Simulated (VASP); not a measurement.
VASP input:

### KPOINTS
```
Automatic mesh
0
Gamma
11 11 11
0 0 0
```

File POSCAR:
```
Sr(SiAu)2
5.0297660
 -0.4363125886   0.4363125886   1.0000000077
  0.4363125886  -0.4363125886   1.0000000077
  0.4363125886   0.4363125886  -1.0000000077
Sr Si Au
1 2 2
Direct
  1.0000000000   1.0000000000   0.0000000000
  0.6182108733   0.6182108733   0.0000000000
  0.3817891267   0.3817891267   1.0000000000
  0.7500000000   0.2500000000   0.5000000000
  0.2500000000   0.7500000000   0.5000000000
```

### INCAR
```
ALGO=Normal
EDIFF=1E-7
ENCUT=400
GGA=PS
ISIF=2
ISMEAR=-5
LASPH=T
LCHARG=T
LEFG=T
LMAXMIX=6
LORBIT=11
LREAL=F
LWAVE=F
NEDOS=601
NELM=100
PREC=Accurate
SYSTEM=Sr(SiAu)2
```

POTCAR, in this order: Sr_sv Si Au (PBE.64 set). Program: vasp_std.

Question: Write an equivalent input for Quantum ESPRESSO's pw.x.

Answer: One equivalent input (not run):
```
&CONTROL
  calculation = 'scf'
  pseudo_dir = './pseudo'
  outdir = './out'
  tprnfor = .true.
  tstress = .true.
/
&SYSTEM
  ibrav = 0
  nat = 5
  ntyp = 3
  ecutwfc = 76
  occupations = 'tetrahedra'
  input_dft = 'pbesol'
/
&ELECTRONS
  conv_thr = 7.3e-09
  electron_maxstep = 100
/
ATOMIC_SPECIES
  Sr 87.620 Sr.upf
  Si 28.085 Si.upf
  Au 196.967 Au.upf
CELL_PARAMETERS angstrom
    -2.1945502    2.1945502    5.0297660
     2.1945502   -2.1945502    5.0297660
     2.1945502    2.1945502   -5.0297660
ATOMIC_POSITIONS crystal
  Sr   1.0000000  1.0000000  0.0000000
  Si   0.6182109  0.6182109  0.0000000
  Si   0.3817891  0.3817891  1.0000000
  Au   0.7500000  0.2500000  0.5000000
  Au   0.2500000  0.7500000  0.5000000
K_POINTS automatic
  11 11 11 0 0 0
```
The two are equivalent in intent, not identical: the potentials are each code's own (VASP's PAW set, PseudoDojo norm-conserving files in pw.x), so ENCUT and ecutwfc are chosen apart and not converted; conv_thr bounds pw.x's estimated SCF error, while EDIFF bounds the energy change between steps; the field gradients of LEFG aren't asked of the other code.

The structure comes from a computed database's Au2SrSi2 entry (I4/mmm); how it stands against other phases isn't given here. It was relaxed first.
